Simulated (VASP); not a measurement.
# HfGe (Fd-3m) in VASP: relaxation of cell and atoms with PBE

Aim: the relaxation of cell and atoms of HfGe with PBE.

Program: VASP 6.6.1. These are calculated values, not measurements. Logs are shortened: lines on timing, memory, paths and dates and some standing lists are left out, and cuts for length are marked.

**1. Starting point**

Symmetry: Fd-3m, No. 227, cubic system. Conventional cell: a = 6.984 Å, b = 6.984 Å, c = 6.984 Å, α = 90.00°, β = 90.00°, γ = 90.00°. Hf (site symmetry -43m) is surrounded by 4 Hf at 3.02 Å and 4 Ge at 3.02 Å. Ge (site symmetry -43m) has 4 Hf at 3.02 Å and 4 Ge at 3.02 Å as nearest neighbours.

The cell was built by a generator and needn't be a form met in nature.

**2. Relaxation of cell and atoms, PBE**

Input file INCAR:

```
  PREC = Normal
  ENCUT = 520
  EDIFF = 1E-4
  ISMEAR = 0
  SIGMA = 0.15
  LREAL = False
  LASPH = True
  NELM = 60
  ALGO = Fast
  ISIF = 3
  LWAVE = False
  LCHARG = False
  GGA = PE
  IBRION = 2
  NSW = 24
  EDIFFG = -0.08
```

Input file KPOINTS:

```
Automatic mesh
0
Gamma
  5 5 5
```

Input file POSCAR:

```
HfGe
1.0
    0.0000000000      3.4920491100      3.4920491100
    3.4920491100      0.0000000000      3.4920491100
    3.4920491100      3.4920491100      0.0000000000
Hf Ge
2 2
Direct
    0.2500000000      0.2500000000      0.2500000000
    0.0000000000      0.0000000000      0.0000000000
    0.5000000000      0.5000000000      0.5000000000
    0.7500000000      0.7500000000      0.7500000000
```

Potentials or basis: VASP PAW PBE potentials, release 64 (Hf_pv, Ge_d).

The run is started by

```sh
cat potpaw_PBE.64/Hf_pv/POTCAR potpaw_PBE.64/Ge_d/POTCAR > POTCAR
mpirun -np 1 vasp_std > vasp.out
```

OUTCAR:

```text
PREC = Normal
   ENCUT = 520
   EDIFF = 1E-4
   ISMEAR = 0
   LREAL = False
   LASPH = True
   NELM = 60
   ISIF = 3
   GGA = PE
   IBRION = 2
   NSW = 24
   EDIFFG = -0.08

 ion  position               nearest neighbor table
   1  0.250  0.250  0.250-   2 3.02   2 3.02   2 3.02   2 3.02   3 3.02   3 3.02   3 3.02   3 3.02

   2  0.000  0.000  0.000-   4 3.02   4 3.02   4 3.02   1 3.02   4 3.02   1 3.02   1 3.02   1 3.02

   3  0.500  0.500  0.500-   1 3.02   1 3.02   1 3.02   1 3.02
   4  0.750  0.750  0.750-   2 3.02   2 3.02   2 3.02   2 3.02

  LATTYP: Found a face centered cubic cell.
 ALAT       =     6.9840982200

  Lattice vectors:

 A1 = (   0.0000000000,   3.4920491100,   3.4920491100)
 A2 = (   3.4920491100,   0.0000000000,   3.4920491100)
 A3 = (   3.4920491100,   3.4920491100,   0.0000000000)

Analysis of symmetry for initial positions (statically):
=====================================================================
 Subroutine PRICEL returns:
 Original cell was already a primitive cell.

 Routine SETGRP: Setting up the symmetry group for a
 face centered cubic supercell.

 Subroutine GETGRP returns: Found 48 space group operations
 (whereof 24 operations were pure point group operations)
 out of a pool of 48 trial point group operations.

The static configuration has the point symmetry T_d .
 The point group associated with its full space group is O_h .

Analysis of symmetry for dynamics (positions and initial velocities):
=====================================================================
 Subroutine PRICEL returns:
 Original cell was already a primitive cell.

 Routine SETGRP: Setting up the symmetry group for a
 face centered cubic supercell.

 Subroutine GETGRP returns: Found 48 space group operations
 (whereof 24 operations were pure point group operations)
 out of a pool of 48 trial point group operations.

The dynamic configuration has the point symmetry T_d .
 The point group associated with its full space group is O_h .

 Subroutine INISYM returns: Found 48 space group operations
 (whereof 24 operations are pure point group operations),
 and found     1 'primitive' translations

----------------------------------------------------------------------------------------

                                     Primitive cell

  volume of cell :      85.1669

  direct lattice vectors                    reciprocal lattice vectors
[... 68 lines left out ...]
   ISTART =      0    job   : 0-new  1-cont  2-samecut
   ICHARG =      2    charge: 1-file 2-atom 10-const
   ISPIN  =      1    spin polarized calculation?
   LNONCOLLINEAR =      F non collinear calculations
   LSORBIT =      F    spin-orbit coupling
   LASPH  =      T    aspherical Exc in radial PAW
   ENCUT  =  520.0 eV  38.22 Ry    6.18 a.u.   9.18  9.18  9.18*2*pi/ulx,y,z
   NELM   =     60;   NELMIN=  2; NELMDL= -5     # of ELM steps
   EDIFF  = 0.1E-03   stopping-criterion for ELM
   LREAL  =      F    real-space projection
   EDIFFG = -.8E-01   stopping-criterion for IOM
   NSW    =     24    number of steps for IOM
   IBRION =      2    ionic relax: 0-MD 1-quasi-New 2-CG
   NFREE  =      1    steps in history (QN), initial steepest desc. (CG)
   ISIF   =      3    stress and relaxation
   ISYM   =      2    0-nonsym 1-usesym 2-fastsym
   POTIM  = 0.5000    time-step for ionic-motion
   TEBEG  =    0.0;   TEEND  =   0.0 temperature during run
   PSTRESS=    0.0 pullay stress
   NELECT =      48.0000    total number of electrons
   NUPDOWN=      -1.0000    fix difference up-down
   EMIN   =  10.00;   EMAX   =-10.00  energy-range for DOS
   EFERMI =   0.00;   METHOD = LEGACY
   ISMEAR =     0;   SIGMA  =   0.15  broadening in eV -4-tet -1-fermi 0-gaus
   EFERMI_NEDOS =   21; number of points for ismear=-14 and -15
   IALGO  =     68    algorithm
   IMIX   =      4    mixing-type and parameters
     AMIX     =   0.40;   BMIX     =  1.00
     AMIX_MAG =   1.60;   BMIX_MAG =  1.00
  volume/ion in A,a.u.               =      21.29       143.68
  Fermi-wavevector in a.u.,A,eV,Ry     =   1.352275  2.555429 24.880249  1.828647
  Thomas-Fermi vector in A             =   2.479627
   LORBIT       =      0    0 simple, 1 ext, 2 COOP (PROOUT), +10 PAW based schemes
   GGA     = PE    functional components
   LHFCALC =     F    Hartree Fock is set to
   AEXX    =    0.0000 exact exchange contribution
   IVDW    =     0    specifies the selected vdW correction
   LEPSILON=     F    determine dielectric tensor
   LRPA    =     F    only Hartree local field effects (RPA)
 conjugate gradient relaxation of ions
 non-spin polarized calculation
 RMM-DIIS sequential band-by-band and
 Gauss-broadening in eV      SIGMA  =   0.15
  energy-cutoff  :      520.00
  volume of cell :       85.17
 maximum number of plane-waves:      2307
   NGX = 19   NGY = 19   NGZ = 19

--------------------------------------- Ionic step        1  -------------------------------------------

 number of electron      47.9999886 magnetization

 Free energy of the ion-electron system (eV)
  ---------------------------------------------------
  ext. energy  EPLUGINS =         0.00000000
  ---------------------------------------------------
  free energy    TOTEN  =       -28.03998319 eV

  energy without entropy =      -27.99521064  energy(sigma->0) =      -28.01759692

------------------------ aborting loop because EDIFF is reached ----------------------------------------

  FORCE on cell =-STRESS in cart. coord.  units (eV):
  Direction    XX          YY          ZZ          XY          YZ          ZX
  --------------------------------------------------------------------------------------
  -------------------------------------------------------------------------------------
  Total       -3.6077931     -3.6077931     -3.6077931      0.0000000     -0.0000000     -0.0000000
  in kB      -67.8705204    -67.8705204    -67.8705204      0.0000000     -0.0000000     -0.0000000
  external PRESSURE =     -67.8705204 kB  Pullay stress =       0.0000000 kB
[... 101 lines left out ...]
--------------------------------------- Ionic step        4  -------------------------------------------

 number of electron      48.0000077 magnetization

 Free energy of the ion-electron system (eV)
  ---------------------------------------------------
  ext. energy  EPLUGINS =         0.00000000
  ---------------------------------------------------
  free energy    TOTEN  =       -28.18580343 eV

  energy without entropy =      -28.14584777  energy(sigma->0) =      -28.16582560

 E-fermi :   5.9953     XC(G=0): -11.4530

 val. band max:        5.9207840561   @ k =   0.4000   0.4000   0.0000
 cond. band min:       6.0470041541   @ k =   0.2000   0.2000   0.0000
 fundamental gap:      0.1262200979
 Fermi energy:         5.9952521401

 k-point     1 :       0.0000    0.0000    0.0000
  band No.  band energies     occupation
      1     -24.8828      2.00000
      2     -24.8828      2.00000
      3     -24.8828      2.00000
      4     -24.4798      2.00000
      5     -24.4798      2.00000
      6     -24.4798      2.00000
[... 330 lines left out ...]
  FREE ENERGIE OF THE ION-ELECTRON SYSTEM (eV)
  ---------------------------------------------------
  free  energy   TOTEN  =       -28.1858034283 eV

  energy  without entropy=      -28.1458477749  energy(sigma->0) =      -28.16582560

 reached required accuracy - stopping structural energy minimisation
```

OSZICAR:

```text
N       E                     dE             d eps       ncg     rms          rms(c)
DAV:   1     0.399243128718E+03    0.39924E+03   -0.24440E+04   640   0.375E+03
DAV:   2     0.318053637032E+02   -0.36744E+03   -0.36023E+03   560   0.735E+02
DAV:   3    -0.258426338883E+02   -0.57648E+02   -0.54642E+02   640   0.186E+02
[... 37 lines left out ...]
RMM:   2    -0.282129309414E+02    0.82263E-01   -0.12891E-01   726   0.409E+00    0.118E+00
RMM:   3    -0.281870209117E+02    0.25910E-01   -0.70001E-02   652   0.254E+00    0.295E-01
RMM:   4    -0.281859009573E+02    0.11200E-02   -0.85360E-03   736   0.692E-01    0.265E-01
RMM:   5    -0.281857536991E+02    0.14726E-03   -0.27975E-03   666   0.532E-01    0.187E-01
RMM:   6    -0.281858034283E+02   -0.49729E-04   -0.72962E-04   492   0.167E-01
   4 F= -.28185803E+02 E0= -.28165826E+02  d E =-.145820E+00
```

CONTCAR:

```text
HfGe
   1.00000000000000
     0.0000000000000000    3.4148751887078714    3.4148751887078714
     3.4148751887078714   -0.0000000000000000    3.4148751887078714
     3.4148751887078714    3.4148751887078714   -0.0000000000000000
  Hf              Ge
     2     2
Direct
     0.2500000000000000    0.2500000000000000    0.2500000000000000
     0.0000000000000000    0.0000000000000000    0.0000000000000000
     0.5000000000000000    0.5000000000000000    0.5000000000000000
     0.7500000000000000    0.7500000000000000    0.7500000000000000

  0.00000000E+00  0.00000000E+00  0.00000000E+00
  0.00000000E+00  0.00000000E+00  0.00000000E+00
  0.00000000E+00  0.00000000E+00  0.00000000E+00
  0.00000000E+00  0.00000000E+00  0.00000000E+00
```

It took 28 s on 1 thread of Intel Xeon 6975P-C (Granite Rapids), shared host; peak memory 0.17 GiB.

What came out:

| Property | Result |
| --- | --- |
| Free energy | -28.1858 eV |
| Relaxed volume | 19.91 Å³/atom |
| Relaxed cell | a = 4.829 Å, b = 4.829 Å, c = 4.829 Å, α = 60.00°, β = 60.00°, γ = 60.00° |
| Space group after relaxing (to 0.05 Å) | Fd-3m (No. 227) |
| Energy gained by relaxing | 36.5 meV/atom |
| Ionic steps | 4 |
| Pressure after relaxing | 0.3 GPa |
| Band gap on the k mesh | none (metal or under the smearing width) |

Step by step:
```csv
step,energy change (eV),largest force (eV/Å),pressure (GPa),volume (Å³)
1,0.0000,0.0000,-6.79,85.17
2,-0.0982,0.0000,5.25,74.53
3,-0.1528,0.0000,1.85,78.30
4,-0.1458,0.0000,0.29,79.64
```

Final structure:
```
CELL_PARAMETERS angstrom
0.00000 3.41488 3.41488
3.41488 0.00000 3.41488
3.41488 3.41488 0.00000
ATOMIC_POSITIONS crystal
Hf 0.25000 0.25000 0.25000
Hf 0.00000 0.00000 0.00000
Ge 0.50000 0.50000 0.50000
Ge 0.75000 0.75000 0.75000
```

Caveat: the relaxation stopped at a loose force limit of 0.08 eV/Å, so its end isn't a converged minimum.
